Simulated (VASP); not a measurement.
VASP ran on this input.

**POSCAR**
```
ZrN
1
    0.0000000000     2.2900000000     2.2900000000
    2.2900000000     0.0000000000     2.2900000000
    2.2900000000     2.2900000000     0.0000000000
Zr N
1 1
Direct
  0.0000000000   0.0000000000   0.0000000000
  0.5000000000   0.5000000000   0.5000000000
```

### INCAR
```
! general
SYSTEM =ZrN
PREC   =Accurate
ENCUT  =520
LREAL  =.False.
LASPH  =.True.

! electronic loop
EDIFF  =1E-6
NELM   =100
ALGO   =Normal
LMAXMIX=4

! smearing
ISMEAR =1
SIGMA  =0.1

! functional
GGA    =PS

! ions
IBRION =2
NSW    =60
ISIF   =3
EDIFFG =-0.01

! output
LWAVE  =.False.
LCHARG =.False.
```

KPOINTS:
```
Automatic mesh
0
G
 12 12 12
0 0 0
```

POTCAR, in this order: Zr_sv N (PBE.64 set). Program: vasp_std.

Problem. Translate this PBEsol calculation to Quantum ESPRESSO's pw.x.

Solution. One equivalent input (not run):
```
&CONTROL
  calculation = 'vc-relax'
  pseudo_dir = './pseudo'
  outdir = './out'
  tprnfor = .true.
  tstress = .true.
  nstep = 60
  forc_conv_thr = 0.00039
/
&SYSTEM
  ibrav = 0
  nat = 2
  ntyp = 2
  ecutwfc = 84
  occupations = 'smearing'
  smearing = 'methfessel-paxton'
  degauss = 0.00735
  input_dft = 'pbesol'
/
&ELECTRONS
  conv_thr = 7.3e-08
  electron_maxstep = 100
/
&IONS
/
&CELL
/
ATOMIC_SPECIES
  Zr 91.224 Zr.upf
  N 14.007 N.upf
CELL_PARAMETERS angstrom
     0.0000000    2.2900000    2.2900000
     2.2900000    0.0000000    2.2900000
     2.2900000    2.2900000    0.0000000
ATOMIC_POSITIONS crystal
  Zr   0.0000000  0.0000000  0.0000000
  N    0.5000000  0.5000000  0.5000000
K_POINTS automatic
  12 12 12 0 0 0
```
The two are equivalent in intent, not identical: the potentials are each code's own (VASP's PAW set, PseudoDojo norm-conserving files in pw.x), so ENCUT and ecutwfc are chosen apart and not converted; conv_thr bounds pw.x's estimated SCF error, while EDIFF bounds the energy change between steps; forc_conv_thr acts on force components and is met together with etot_conv_thr.

The compound is ZrN in the rock salt structure. This run relaxes it. Symmetry was kept, so distortions that lower it aren't found.
